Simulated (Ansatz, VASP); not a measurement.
**Two plane-wave programs on SiTe3**

```
Si Te
1.0
     0.00000    3.72277    3.72277
     3.72277    0.00000    3.72277
     3.72277    3.72277    0.00000
Si Te
1 3
Direct
  0.50000 0.50000 0.50000
  0.75000 0.75000 0.75000
  0.25000 0.25000 0.25000
  0.00000 0.00000 0.00000
```

Alike in both runs: functional PBE; k mesh 12 × 12 × 12; occupations gaussian, width 0.1 eV; no spin polarisation.

Ansatz relaxed the structure, and its values are those at the end. VASP's run is a single point on that final structure, the one shown.

|  | VASP | Ansatz |
| --- | --- | --- |
| version | VASP 6.6.1 | Ansatz 0.2.0 |
| potentials or method | VASP PAW PBE potentials, release 64 (Si, Te) | scalar-relativistic, plane waves, PAW |
| plane-wave cutoff (eV) | 520 | 420 |
| valence electrons in the cell | 22 | 52 |

|  | VASP | Ansatz | Ansatz less VASP |
| --- | --- | --- | --- |
| gap on the k mesh at the Fermi level (eV) | none | none | - |
| pressure (GPa) | -0.1 | 0.0 | +0.07 |

A gap of «none» marks a metal or a gap that the smearing closes. The functional is the same, so the differences come from potentials, cutoffs and numerics. The two sets of potentials don't hold the same shells in valence.

The runs have no spin-orbit coupling, so splittings on Te are missing.
